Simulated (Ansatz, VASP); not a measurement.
**TaBi in VASP and in Ansatz**

File INCAR:

```
SYSTEM = TaBi
  ALGO = Normal
  EDIFF = 1E-7
  ENCUT = 520
  ISIF = 2
  ISMEAR = -1
  LASPH = .True.
  LCHARG = .False.
  LREAL = .False.
  LWAVE = .False.
  NBANDS = 20
  NELM = 100
  PREC = Accurate
  SIGMA = 0.08
```

KPOINTS

```
k-points
0
Gamma
  11 11 11
  0 0 0
```

The input POSCAR:

```
TaBi
1.0
    0.0000000000      2.7003770149      2.7003770149
    2.7003770149      0.0000000000      2.7003770149
    2.7003770149      2.7003770149      0.0000000000
Ta Bi
1 1
Direct
    0.0000000000      0.0000000000      0.0000000000
    0.5000000000      0.5000000000      0.5000000000
```

Input for Ansatz:

```yaml
crystal:
  lattice:
    - [0.0, 2.7003770149, 2.7003770149]
    - [2.7003770149, 0.0, 2.7003770149]
    - [2.7003770149, 2.7003770149, 0.0]
  atoms:
    - { symbol: Ta, position: [0.0, 0.0, 0.0] }
    - { symbol: Bi, position: [0.5, 0.5, 0.5] }
kpoints:
  mp_grid: { grid: [11, 11, 11] }
scf:
  occupations: { method: fermi_dirac, width: 0.08 }
hamiltonian:
  xc: lda
  pseudopotentials: { kind: all_electron, lapw: { basis_error: 0.001 } }
output:
  forces: true
  stress: true
  eigenvalues: true
  populations: true
```

Change from the starting cell: volume scaled by 0.85, LAPW.

Alike in both runs: task single point; functional LDA; k mesh 11 × 11 × 11; occupations fermi-dirac, width 0.08 eV; no spin polarisation.

|  | VASP | Ansatz |
| --- | --- | --- |
| version | VASP 6.6.1 | Ansatz 0.2.0 |
| potentials or method | VASP PAW LDA potentials, release 64 (Ta_pv, Bi_d) | all-electron LAPW, scalar-relativistic |
| plane-wave cutoff (eV) | 520 | see its input |

```csv
,VASP,Ansatz,Ansatz less VASP
pressure (GPa),28.2,27.4,-0.78
```

Ansatz ran all-electron here, so the differences hold the error of VASP's frozen core and of both bases.

Caveats: so large a pressure means that the cell lies far from this level's equilibrium, or that cutoff or potentials fall short (VASP); spin-orbit coupling is left out, which moves the levels of the heavy elements.
